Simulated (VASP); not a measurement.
VASP input:

INCAR:
```
SYSTEM = Cu
PREC = Accurate
ENCUT = 400
EDIFF = 1E-6
NELM = 100
ALGO = Normal
LREAL = .FALSE.
LASPH = .TRUE.
ISMEAR = 1
SIGMA = 0.1
GGA = PE
LMAXMIX = 4
LWAVE = .FALSE.
LCHARG = .FALSE.
ISIF = 2
LSORBIT = .TRUE.
MAGMOM = 0 0 0
GGA_COMPAT = .FALSE.
```

File KPOINTS:
```
Automatic mesh
0
Gamma
13 13 13
0 0 0
```

POSCAR:
```
Cu
1
    0.0000000000     1.8411000000     1.8411000000
    1.8411000000     0.0000000000     1.8411000000
    1.8411000000     1.8411000000     0.0000000000
Cu
1
Direct
  0.0000000000   0.0000000000   0.0000000000
```

POTCAR, in this order: Cu (PBE.64 set). Program: vasp_std.

Output of the run:

**standard output**
```
 POSCAR found type information on POSCAR Cu
 POSCAR found :  1 types and       1 ions
 Reading from existing POTCAR

 -----------------------------------------------------------------------------
|                                                                             |
|     EEEEEEE  RRRRRR   RRRRRR   OOOOOOO  RRRRRR      ###     ###     ###     |
|     E        R     R  R     R  O     O  R     R     ###     ###     ###     |
|     E        R     R  R     R  O     O  R     R     ###     ###     ###     |
|     EEEEE    RRRRRR   RRRRRR   O     O  RRRRRR       #       #       #      |
|     E        R   R    R   R    O     O  R   R                               |
|     E        R    R   R    R   O     O  R    R      ###     ###     ###     |
|     EEEEEEE  R     R  R     R  OOOOOOO  R     R     ###     ###     ###     |
|                                                                             |
|     ERROR: Noncollinear calculations require that VASP is compiled          |
|     without the flag -DNGXhalf and-DNGZhalf.                                |
|     You probably tried to run a noncollinear calculation                    |
|     (LNONCOLLINEAR=T) with the executable vasp_std. Use vasp_ncl            |
|     instead!                                                                |
|                                                                             |
|       ---->  I REFUSE TO CONTINUE WITH THIS SICK JOB ... BYE!!! <----       |
|                                                                             |
 -----------------------------------------------------------------------------
```

Problem. Read input and log: which fault does this run have?
(A) simple mixing (IMIX = 1) with AMIX above 1 overshoots
(B) LSORBIT needs the non-collinear program vasp_ncl
(C) ICHARG = 11 asks for a fixed density, but there is no CHGCAR
(D) IBRION is misspelt, so VASP ignores the line and takes its default

Solution. B, LSORBIT needs the non-collinear program vasp_ncl. VASP stops with an error: ERROR: Noncollinear calculations require that VASP is compiled without the flag -DNGXhalf and-DNGZhalf. You probably tried to run a noncollinear calculation (LNONCOLLINEAR=T) with the executable vasp_std. Use vasp_ncl instead! ----> I REFUSE TO CONTINUE WITH THIS SICK JOB ... BYE!!! <----

To mend it, run vasp_ncl.

The mended run (PBE GGA with spin-orbit coupling, plane waves, VASP's PBE PAW potentials (set 64)) converges, and its OSZICAR ends with
```
   1 F= -.37281637E+01 E0= -.37281509E+01  d E =-.384977E-04  mag=     0.0000    -0.0000    -0.0000
```

The compound is Cu in the fcc structure. The cell was not relaxed at this level.
